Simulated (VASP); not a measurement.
Method: PBEsol GGA, VASP's PBE PAW potentials (set 64) (plane waves; VASP).

Input for VASP

**POSCAR**
```
SiRu
1
    4.7467400000     0.0000000000     0.0000000000
    0.0000000000     4.7467400000     0.0000000000
    0.0000000000     0.0000000000     4.7467400000
Si Ru
4 4
Direct
  0.1624200000   0.3375800000   0.6624200000
  0.3375800000   0.6624200000   0.1624200000
  0.6624200000   0.1624200000   0.3375800000
  0.8375800000   0.8375800000   0.8375800000
  0.8705900000   0.6294100000   0.3705900000
  0.6294100000   0.3705900000   0.8705900000
  0.3705900000   0.8705900000   0.6294100000
  0.1294100000   0.1294100000   0.1294100000
```

KPOINTS:
```
K-points
0
gamma
6 6 6
```

**INCAR**
```
! general
SYSTEM  = SiRu
PREC    = Accurate
ENCUT   = 300
LREAL   = F
LASPH   = T

! electronic loop
EDIFF   = 1E-6
NELM    = 100
ALGO    = Normal
LMAXMIX = 4

! smearing
ISMEAR  = -5

! functional
GGA     = PS

! ions
ISIF    = 2

! output
LWAVE   = F
LCHARG  = F
```

POTCAR, in this order: Si Ru_pv (PBE.64 set). Program: vasp_std.

At this cut-off the stress carries a Pulay error, which pulls relaxed volumes low.

**Question.** What does the run give for the energy per atom (σ→0), pressure, largest force?

**Answer.** 
```
Item                            Value
---------------------  --------------
energy per atom (σ→0)  -8.649 eV/atom
pressure                    -8.51 GPa
largest force              0.094 eV/Å
```

**OSZICAR**
```
...
DAV:   8    -0.691972887417E+02    0.13237E+00   -0.46663E-01  2260   0.362E+00    0.751E-01
DAV:   9    -0.691956313827E+02    0.16574E-02   -0.18340E-02  2620   0.637E-01    0.470E-01
DAV:  10    -0.691948711384E+02    0.76024E-03   -0.26903E-03  2322   0.337E-01    0.129E-01
DAV:  11    -0.691948440977E+02    0.27041E-04   -0.28242E-04  2404   0.864E-02    0.546E-02
DAV:  12    -0.691948428059E+02    0.12918E-05   -0.17883E-05  2186   0.230E-02    0.107E-02
DAV:  13    -0.691948407207E+02    0.20852E-05   -0.24940E-06  1523   0.961E-03    0.438E-03
DAV:  14    -0.691948405266E+02    0.19407E-06   -0.28189E-07  1212   0.275E-03
   1 F= -.69194841E+02 E0= -.69194841E+02  d E =0.000000E+00
```

The structure comes from a computed database's SiRu entry; how it stands against other phases isn't given here. The cell was not relaxed at this level. The run is one of a series of settings (ISMEAR = -5, SIGMA removed against the base run), some of them coarse on purpose.
